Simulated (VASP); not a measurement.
Method: PBE GGA, VASP's PBE PAW potentials (set 64) (plane waves; VASP).

Input for VASP

### INCAR
```
ALGO = Normal
EDIFF = 1E-6
ENCUT = 400
GGA = PE
ISIF = 2
ISMEAR = 0
LASPH = .TRUE.
LCHARG = .FALSE.
LMAXMIX = 4
LREAL = .FALSE.
LWAVE = .FALSE.
NELM = 100
PREC = Accurate
SIGMA = 0.05
SYSTEM = NaI
```

**POSCAR**
```
NaI
1
    0.0000000000     3.2350000000     3.2350000000
    3.2350000000     0.0000000000     3.2350000000
    3.2350000000     3.2350000000     0.0000000000
Na I
1 1
Direct
  0.0000000000   0.0000000000   0.0000000000
  0.5000000000   0.5000000000   0.5000000000
```

File KPOINTS:
```
Automatic mesh
0
Monkhorst-Pack
7 7 7
0 0 0
```

POTCAR, in this order: Na_pv I (PBE.64 set). Program: vasp_std.

Gaps are read on the run's mesh, which can miss a band edge. Unless said otherwise, spin-orbit coupling is left out, though it shifts the bands of the heavy elements here.

Task: What does the run give for the energy per atom (σ→0), band gap (on the k-mesh)?

Result: 
The energy per atom (σ→0) is -2.692 eV/atom and the band gap (on the k-mesh) comes out as 3.64 eV.

### OSZICAR
```
...
DAV:   5    -0.545227557444E+01   -0.44219E-02   -0.44216E-02   517   0.190E+00    0.165E+00
DAV:   6    -0.539134551957E+01    0.60930E-01   -0.86176E-02   494   0.195E+00    0.113E+00
DAV:   7    -0.538255978368E+01    0.87857E-02   -0.73084E-02   512   0.166E+00    0.589E-01
DAV:   8    -0.538460107631E+01   -0.20413E-02   -0.51979E-03   470   0.698E-01    0.156E-01
DAV:   9    -0.538457026283E+01    0.30813E-04   -0.14515E-04   503   0.132E-01    0.434E-02
DAV:  10    -0.538458638659E+01   -0.16124E-04   -0.39251E-05   491   0.771E-02    0.644E-03
DAV:  11    -0.538458717080E+01   -0.78421E-06   -0.41776E-06   485   0.232E-02
   1 F= -.53845872E+01 E0= -.53845872E+01  d E =-.665769E-15
```

The compound is NaI in the rock salt structure. The cell was not relaxed at this level. The run is one of a series of settings (KPOINTS 7×7×7 Monkhorst-Pack mesh against the base run), some of them coarse on purpose.
